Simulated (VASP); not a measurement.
OSZICAR of a VASP run on NaF (rock salt):

OSZICAR:
```
       N       E                     dE             d eps       ncg     rms          rms(c)
DAV:   1     0.114343822567E+03    0.11434E+03   -0.83038E+03  1043   0.154E+03
DAV:   2    -0.315581261687E+01   -0.11750E+03   -0.11002E+03  1107   0.375E+02
DAV:   3    -0.939780231314E+01   -0.62420E+01   -0.62222E+01  1196   0.866E+01
DAV:   4    -0.945975083470E+01   -0.61949E-01   -0.61939E-01  1118   0.951E+00
DAV:   5    -0.946043843114E+01   -0.68760E-03   -0.68759E-03  1196   0.101E+00    0.542E+00
DAV:   6    -0.857206427772E+01    0.88837E+00   -0.38520E+00  1247   0.188E+01    0.184E+00
DAV:   7    -0.856160527742E+01    0.10459E-01   -0.29893E-02  1040   0.257E+00    0.105E+00
DAV:   8    -0.856297269357E+01   -0.13674E-02   -0.28408E-02  1043   0.429E+00    0.121E-01
DAV:   9    -0.856383052133E+01   -0.85783E-03   -0.40115E-03  1178   0.689E-01    0.887E-02
DAV:  10    -0.856374065733E+01    0.89864E-04   -0.55252E-04  1088   0.339E-01    0.113E-02
DAV:  11    -0.856373861641E+01    0.20409E-05   -0.16125E-05  1169   0.788E-02    0.336E-03
DAV:  12    -0.856373884880E+01   -0.23239E-06   -0.12826E-06  1070   0.193E-02    0.168E-03
DAV:  13    -0.856373862867E+01    0.22013E-06   -0.18294E-07  1085   0.486E-03    0.293E-04
DAV:  14    -0.856373860310E+01    0.25578E-07   -0.86796E-09   604   0.183E-03
   1 F= -.85637386E+01 E0= -.85637386E+01  d E =-.187266E-20
```

Task: Which electronic solver shows in the log?

Result: It is blocked Davidson (ALGO = Normal, or the opening steps of other solvers). The INCAR had ALGO = Normal.

Task: Can the final energy be trusted as converged?

Result: The run converged. It stopped with EDIFF = 1E-7, NELM = 100 (PBE GGA, plane waves, VASP's PBE PAW potentials (set 64)).

The compound is NaF in the rock salt structure. This cell is one point of a volume scan, at 0.97 of the reference volume.
